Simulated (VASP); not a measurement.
These are PBEsol GGA, VASP's PBE PAW potentials (set 64) (plane waves; VASP 6.6.1) values and carry that method's errors.

VASP input:

File POSCAR:
```
MgO
1.0
  0.0000000000   2.1041943061   2.1041943061
  2.1041943061   0.0000000000   2.1041943061
  2.1041943061   2.1041943061   0.0000000000
Mg O
1 1
Direct
  0.0000000000   1.0000000000   0.0000000000
  0.5000000000   0.5000000000   0.5000000000
```

File KPOINTS:
```
kpoints
0
G
11 11 11
```

INCAR:
```
# general
SYSTEM   = MgO
PREC     = Accurate
ENCUT    = 520
LREAL    = .False.
LASPH    = .True.

# electronic loop
EDIFF    = 1E-8
NELM     = 100
ALGO     = Normal

# smearing
ISMEAR   = 0
SIGMA    = 0.01

# functional
GGA      = PS

# ions
IBRION   = 8
NSW      = 1

# output
LWAVE    = .False.
LCHARG   = .False.

# other
LEPSILON = .True.
```

POTCAR, in this order: Mg O (PBE.64 set). Program: vasp_std.

What VASP printed:

**OUTCAR**
```
 ion  position               nearest neighbor table
   1  0.000  0.000  0.000-   2 2.10   2 2.10   2 2.10   2 2.10   2 2.10   2 2.10
   2  0.500  0.500  0.500-   1 2.10   1 2.10   1 2.10   1 2.10   1 2.10   1 2.10
  LATTYP: Found a face centered cubic cell.
 ALAT       =     4.2083886122
 Subroutine PRICEL returns:
 Original cell was already a primitive cell.
 Subroutine GETGRP returns: Found 48 space group operations
The static configuration has the point symmetry O_h .
The dynamic configuration has the point symmetry O_h .
 Subroutine INISYM returns: Found 48 space group operations
 Subroutine IBZKPT returns following result:
 Found     56 irreducible k-points:

 Following reciprocal coordinates:
            Coordinates               Weight
  0.000000  0.000000  0.000000      1.000000
  0.090909  0.000000  0.000000      8.000000
  0.181818  0.000000  0.000000      8.000000
  0.272727  0.000000  0.000000      8.000000
  0.363636  0.000000  0.000000      8.000000
  0.454545  0.000000  0.000000      8.000000
  0.090909  0.090909  0.000000      6.000000
  0.181818  0.090909  0.000000     24.000000
  0.272727  0.090909  0.000000     24.000000
  0.363636  0.090909  0.000000     24.000000
  0.454545  0.090909  0.000000     24.000000
 -0.454545  0.090909  0.000000     24.000000
 -0.363636  0.090909  0.000000     24.000000
 -0.272727  0.090909  0.000000     24.000000
 -0.181818  0.090909  0.000000     24.000000
 -0.090909  0.090909  0.000000     12.000000
  0.181818  0.181818  0.000000      6.000000
  0.272727  0.181818  0.000000     24.000000
  0.363636  0.181818  0.000000     24.000000
  0.454545  0.181818  0.000000     24.000000
 -0.454545  0.181818  0.000000     24.000000
 -0.363636  0.181818  0.000000     24.000000
 -0.272727  0.181818  0.000000     24.000000
 -0.181818  0.181818  0.000000     12.000000
  0.272727  0.272727  0.000000      6.000000
  0.363636  0.272727  0.000000     24.000000
  0.454545  0.272727  0.000000     24.000000
 -0.454545  0.272727  0.000000     24.000000
 -0.363636  0.272727  0.000000     24.000000
 -0.272727  0.272727  0.000000     12.000000
  0.363636  0.363636  0.000000      6.000000
  0.454545  0.363636  0.000000     24.000000
 -0.454545  0.363636  0.000000     24.000000
 -0.363636  0.363636  0.000000     12.000000
  0.454545  0.454545  0.000000      6.000000
 -0.454545  0.454545  0.000000     12.000000
  0.272727  0.181818  0.090909     24.000000
  0.363636  0.181818  0.090909     48.000000
  0.454545  0.181818  0.090909     48.000000
 -0.454545  0.181818  0.090909     48.000000
 Subroutine IBZKPT_HF returns following result:
   k-points           NKPTS =     56   k-points in BZ     NKDIM =     56   number of bands    NBANDS=      8
   number of dos      NEDOS =    301   number of ions     NIONS =      2
   total plane-waves  NPLWV =  13824
   dimension x,y,z NGX =    24 NGY =   24 NGZ =   24
   dimension x,y,z NGXF=    48 NGYF=   48 NGZF=   48
   ions per type =               1   1
   PREC   = accura    normal or accurate (medium, high low for compatibility)
   ISTART =      0    job   : 0-new  1-cont  2-samecut
   ICHARG =      2    charge: 1-file 2-atom 10-const
   ISPIN  =      1    spin polarized calculation?
   LNONCOLLINEAR =      F non collinear calculations
   LSORBIT =      F    spin-orbit coupling
   INIWAV =      1    electr: 0-lowe 1-rand  2-diag
   ENCUT  =  520.0 eV  38.22 Ry    6.18 a.u.   5.53  5.53  5.53*2*pi/ulx,y,z
   NELM   =    100;   NELMIN=  2; NELMDL= -5     # of ELM steps
   EDIFF  = 0.1E-07   stopping-criterion for ELM
   LREAL  =      F    real-space projection
   NLSPLINE    = F    spline interpolate recip. space projectors
...
```

OUTCAR:
```


 HEAD OF MICROSCOPIC STATIC DIELECTRIC TENSOR (INDEPENDENT PARTICLE, excluding Hartree and local field effects)
 ------------------------------------------------------
           3.249772     0.000000    -0.000000
          -0.000000     3.249772     0.000000
           0.000000    -0.000000     3.249772
 ------------------------------------------------------

 MACROSCOPIC STATIC DIELECTRIC TENSOR (including local field effects in DFT)
 ------------------------------------------------------
           3.163406    -0.000000     0.000000
          -0.000000     3.163406     0.000000
          -0.000000    -0.000000     3.163406
 ------------------------------------------------------

 PIEZOELECTRIC TENSOR (including local field effects)  for field in x, y, z        (e  Angst)
          XX          YY          ZZ          XY          YZ          ZX
  --------------------------------------------------------------------------------
  x     0.00000     0.00000     0.00000     0.00000     0.00000     0.00000
  y     0.00000     0.00000     0.00000     0.00000     0.00000     0.00000
  z     0.00000     0.00000     0.00000     0.00000     0.00000     0.00000

 PIEZOELECTRIC TENSOR (including local field effects)  for field in x, y, z        (C/m^2)
          XX          YY          ZZ          XY          YZ          ZX
  --------------------------------------------------------------------------------
  x     0.00000     0.00000     0.00000     0.00000     0.00000     0.00000
  y     0.00000     0.00000     0.00000     0.00000     0.00000     0.00000
  z     0.00000     0.00000     0.00000     0.00000     0.00000     0.00000

 BORN EFFECTIVE CHARGES (including local field effects) (in |e|, cummulative output)
 ---------------------------------------------------------------------------------
 ion    1
    1     1.96488     0.00000     0.00000
    2     0.00000     1.96488    -0.00000
    3     0.00000     0.00000     1.96488
 ion    2
    1    -1.96488    -0.00000    -0.00000
    2    -0.00000    -1.96488     0.00000
    3    -0.00000    -0.00000    -1.96488

   1 f  =   11.811249 THz    74.212268 2PiTHz  393.980867 cm-1    48.847380 meV

   2 f  =   11.811249 THz    74.212268 2PiTHz  393.980867 cm-1    48.847380 meV

   3 f  =   11.811249 THz    74.212268 2PiTHz  393.980867 cm-1    48.847380 meV

   4 f/i=    0.010283 THz     0.064613 2PiTHz    0.343020 cm-1     0.042529 meV

   5 f/i=    0.010283 THz     0.064613 2PiTHz    0.343020 cm-1     0.042529 meV

   6 f/i=    0.010283 THz     0.064613 2PiTHz    0.343020 cm-1     0.042529 meV

 MACROSCOPIC STATIC DIELECTRIC TENSOR IONIC CONTRIBUTION
 ------------------------------------------------------
           6.810249    -0.000000     0.000000
          -0.000000     6.810249     0.000000
           0.000000     0.000000     6.810249
 ------------------------------------------------------

 ELASTIC MODULI CONTR FROM IONIC RELAXATION (kBar)
 Direction    XX          YY          ZZ          XY          YZ          ZX
 --------------------------------------------------------------------------------
 XX           0.0000      0.0000      0.0000      0.0000      0.0000      0.0000
 YY           0.0000      0.0000      0.0000      0.0000      0.0000      0.0000
 ZZ           0.0000      0.0000      0.0000      0.0000      0.0000      0.0000
 XY           0.0000      0.0000      0.0000      0.0000      0.0000      0.0000
 YZ           0.0000      0.0000      0.0000      0.0000      0.0000      0.0000
 ZX           0.0000      0.0000      0.0000      0.0000      0.0000      0.0000
 --------------------------------------------------------------------------------

 PIEZOELECTRIC TENSOR IONIC CONTR  for field in x, y, z        (C/m^2)
          XX          YY          ZZ          XY          YZ          ZX
  --------------------------------------------------------------------------------
  x     0.00000     0.00000     0.00000     0.00000     0.00000     0.00000
  y     0.00000     0.00000     0.00000     0.00000     0.00000     0.00000
  z     0.00000     0.00000     0.00000     0.00000     0.00000     0.00000
```
(Selected blocks of OUTCAR.)

The structure comes from a measured MgO entry (Fm-3m) of the Crystallography Open Database, whose conditions weren't checked. It was relaxed first.
